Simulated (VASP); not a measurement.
An input for Ansatz (written as the equivalent of a VASP run, and not itself run):

Ansatz 0.2 input:
```yaml
crystal:
  lattice:
    - [0.0000000, 2.0879024, 2.0879024]
    - [2.0879024, 0.0000000, 2.0879024]
    - [2.0879024, 2.0879024, 0.0000000]
  atoms:
    - { symbol: Ta, position: [0.0000000, 0.0000000, 0.0000000] }
kpoints:
  mp_grid: { grid: [17, 17, 17] }
hamiltonian:
  xc: pbesol
  pseudopotentials: { kind: paw }
scf:
  occupations: { method: tetrahedron }
  max_iter: 100
output: { forces: true, stress: true, eigenvalues: true }
```

Write the VASP files for the same calculation (PBEsol).

Several could match; the one computed here: 
**INCAR**
```
! general
SYSTEM =Ta
PREC   =Accurate
ENCUT  =400   ! plane-wave cut-off (eV)
LREAL  =.FALSE.
LASPH  =.TRUE.

! electronic loop
EDIFF  =1E-7
NELM   =100   ! most electronic steps
ALGO   =Normal
LMAXMIX=6   ! l cut-off of mixed one-centre charges

! smearing
ISMEAR =-5

! functional
GGA    =PS   ! PBEsol

! ions
ISIF   =2   ! forces and stress, cell fixed

! output
LWAVE  =.FALSE.
LCHARG =.TRUE.
LORBIT =11   ! lm-projected
NEDOS  =601   ! DOS grid
```

**POSCAR**
```
Ta
1.0
  0.0000000000   2.0879023599   2.0879023599
  2.0879023599   0.0000000000   2.0879023599
  2.0879023599   2.0879023599   0.0000000000
Ta
1
direct
  0.0000000000   0.0000000000   0.0000000000
```

KPOINTS:
```
Automatic mesh
0
Gamma
17 17 17
0 0 0
```

POTCAR, in this order: Ta_pv (PBE.64 set). Program: vasp_std.

The two are equivalent in intent, not identical: each code has its own PAW files, so the cut-off isn't converted (ENCUT is set for VASP's; basis.ecutwfc is left out, and Ansatz then takes the one that its files recommend); Ansatz stops its SCF on the density residual and VASP on the energy change (EDIFF).

The structure comes from a measured Ta entry (Fm-3m) of the Crystallography Open Database, whose conditions weren't checked. It was relaxed first.
